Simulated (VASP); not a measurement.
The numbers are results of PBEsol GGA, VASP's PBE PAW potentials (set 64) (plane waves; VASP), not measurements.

A VASP calculation is set up with these files.

### POSCAR
```
TiC
1
    0.0000000000     2.1475200176     2.1475200176
    2.1475200176    -0.0000000000     2.1475200176
    2.1475200176     2.1475200176    -0.0000000000
Ti C
1 1
Direct
  0.0000000000   0.0000000000   0.0000000000
  0.5000000000   0.5000000000   0.5000000000
```

### KPOINTS
```
Automatic mesh
0
Gamma
13 13 13
0 0 0
```

### INCAR
```
SYSTEM = TiC
PREC = Accurate; ENCUT = 530; LREAL = .False.
LASPH = .True.
EDIFF = 1E-6; NELM = 100; ALGO = Normal
LMAXMIX = 4
ISMEAR = 1; SIGMA = 0.1
GGA = PS
IBRION = 2; NSW = 60; ISIF = 3
EDIFFG = -0.01
LWAVE = .False.; LCHARG = .False.
```

POTCAR, in this order: Ti_sv C (PBE.64 set). Program: vasp_std.

Question: What does the run give for the energy per atom (σ→0), band gap (on the k-mesh)?

Answer: 
energy per atom (σ→0): -9.901 eV/atom
band gap (on the k-mesh): none (metal, semimetal or under 0.01 eV)

**OSZICAR**
```
...
DAV:   8    -0.198002017345E+02    0.40087E-01   -0.19658E-01  2160   0.637E+00    0.219E+00
DAV:   9    -0.198069115069E+02   -0.67098E-02   -0.80117E-02  2344   0.309E+00    0.907E-01
DAV:  10    -0.198025425549E+02    0.43690E-02   -0.17004E-02  2472   0.206E+00    0.399E-01
DAV:  11    -0.198020751040E+02    0.46745E-03   -0.38104E-03  2280   0.831E-01    0.911E-02
DAV:  12    -0.198019760810E+02    0.99023E-04   -0.39154E-04  2200   0.325E-01    0.265E-02
DAV:  13    -0.198019615059E+02    0.14575E-04   -0.38382E-05  2856   0.967E-02    0.537E-03
DAV:  14    -0.198019614322E+02    0.73749E-07   -0.96440E-07  1492   0.126E-02
   1 F= -.19801961E+02 E0= -.19801852E+02  d E =-.198020E+02
```

The compound is TiC in the rock salt structure. It was relaxed first. The start is the result of an earlier pass.
